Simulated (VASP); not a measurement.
OSZICAR of a VASP run on WC (wc):

**OSZICAR**
```
       N       E                     dE             d eps       ncg     rms          rms(c)
DAV:   1     0.221795818196E+03    0.22180E+03   -0.12005E+04  4423   0.199E+03
DAV:   2     0.498784266839E+02   -0.17192E+03   -0.16607E+03  5243   0.534E+02
DAV:   3     0.413252427742E+02   -0.85532E+01   -0.84264E+01  6369   0.118E+02
DAV:   4     0.411370876672E+02   -0.18816E+00   -0.18774E+00  5549   0.180E+01
DAV:   5     0.411310034896E+02   -0.60842E-02   -0.60813E-02  6456   0.273E+00    0.561E+01
DAV:   6     0.150044910020E+02   -0.26127E+02   -0.58229E+01  4420   0.114E+02    0.565E+00
DAV:   7     0.150409256668E+02    0.36435E-01   -0.15151E+00  5343   0.157E+01    0.212E+00
DAV:   8     0.144363426122E+02   -0.60458E+00   -0.43804E-01  4613   0.778E+00    0.150E+00
DAV:   9     0.144676084254E+02    0.31266E-01   -0.20041E-02  4843   0.142E+00    0.884E-01
DAV:  10     0.144257145359E+02   -0.41894E-01   -0.48572E-02  4816   0.230E+00    0.165E-01
DAV:  11     0.144242525984E+02   -0.14619E-02   -0.39162E-03  4416   0.746E-01    0.204E-01
DAV:  12     0.144224571429E+02   -0.17955E-02   -0.13318E-03  4433   0.470E-01    0.258E-02
DAV:  13     0.144221081053E+02   -0.34904E-03   -0.14579E-04  4523   0.150E-01    0.199E-02
DAV:  14     0.144220766209E+02   -0.31484E-04   -0.12767E-05  4778   0.428E-02    0.589E-03
DAV:  15     0.144220802783E+02    0.36574E-05   -0.22569E-06  4568   0.168E-02    0.213E-03
DAV:  16     0.144220765835E+02   -0.36948E-05   -0.95464E-07  4438   0.120E-02    0.786E-04
DAV:  17     0.144220771846E+02    0.60111E-06   -0.61576E-08  2289   0.347E-03    0.347E-04
DAV:  18     0.144220769675E+02   -0.21708E-06   -0.18164E-08  2194   0.160E-03    0.226E-04
DAV:  19     0.144220769620E+02   -0.54788E-08   -0.46298E-09  2214   0.624E-04
   1 F= 0.14422077E+02 E0= 0.14422095E+02  d E =0.144221E+02
       N       E                     dE             d eps       ncg     rms          rms(c)
DAV:   1     0.144051573543E+02   -0.16920E-01   -0.69578E-01  4388   0.101E+01    0.691E-01
DAV:   2     0.144203907497E+02    0.15233E-01   -0.28127E-02  4638   0.178E+00    0.374E-01
DAV:   3     0.144239299036E+02    0.35392E-02   -0.13596E-02  4543   0.106E+00    0.124E-01
DAV:   4     0.144236217926E+02   -0.30811E-03   -0.64687E-04  4618   0.313E-01    0.527E-02
DAV:   5     0.144236583979E+02    0.36605E-04   -0.20262E-04  4478   0.184E-01    0.188E-02
DAV:   6     0.144235289483E+02   -0.12945E-03   -0.85186E-05  4453   0.115E-01    0.479E-03
DAV:   7     0.144235213188E+02   -0.76296E-05   -0.68931E-06  4663   0.283E-02    0.379E-03
DAV:   8     0.144235217149E+02    0.39611E-06   -0.11234E-06  4588   0.120E-02    0.945E-04
DAV:   9     0.144235208631E+02   -0.85177E-06   -0.19359E-07  3888   0.515E-03    0.245E-04
DAV:  10     0.144235209654E+02    0.10230E-06   -0.17861E-08  2219   0.141E-03    0.135E-04
DAV:  11     0.144235208416E+02   -0.12384E-06   -0.32442E-09  2204   0.648E-04    0.383E-05
DAV:  12     0.144235209029E+02    0.61315E-07   -0.44701E-10  2189   0.243E-04
   2 F= 0.14423521E+02 E0= 0.14423536E+02  d E =0.144394E-02
       N       E                     dE             d eps       ncg     rms          rms(c)
DAV:   1     0.144143561153E+02   -0.91647E-02   -0.25165E-01  4388   0.610E+00    0.418E-01
DAV:   2     0.144198607026E+02    0.55046E-02   -0.10044E-02  4663   0.106E+00    0.224E-01
DAV:   3     0.144210989008E+02    0.12382E-02   -0.48318E-03  4538   0.631E-01    0.792E-02
DAV:   4     0.144209847196E+02   -0.11418E-03   -0.22872E-04  4633   0.186E-01    0.320E-02
DAV:   5     0.144210090217E+02    0.24302E-04   -0.67471E-05  4478   0.105E-01    0.111E-02
DAV:   6     0.144209596042E+02   -0.49417E-04   -0.30237E-05  4433   0.682E-02    0.318E-03
DAV:   7     0.144209588696E+02   -0.73457E-06   -0.25566E-06  4628   0.173E-02    0.239E-03
DAV:   8     0.144209575839E+02   -0.12857E-05   -0.51674E-07  4553   0.796E-03    0.641E-04
DAV:   9     0.144209577788E+02    0.19484E-06   -0.66937E-08  2219   0.312E-03    0.195E-04
DAV:  10     0.144209576919E+02   -0.86915E-07   -0.91615E-09  2204   0.973E-04
   3 F= 0.14420958E+02 E0= 0.14420964E+02  d E =-.111927E-02
```

Task: Which electronic solver shows in the log?

Result: It is blocked Davidson (ALGO = Normal, or the opening steps of other solvers). The INCAR had ALGO = Normal.

Task: Can the final energy be trusted as converged?

Result: The calculation finished and met its thresholds. It stopped with EDIFF = 1E-7, NELM = 100, NSW = 30 and EDIFFG = -0.01 after 3 ionic steps (revTPSS meta-GGA, plane waves, VASP's PBE PAW potentials (set 64)).

The compound is WC in the wc structure. This cell is one point of a volume scan, at 0.94 of the reference volume. Symmetry was kept, so distortions that lower it aren't found.
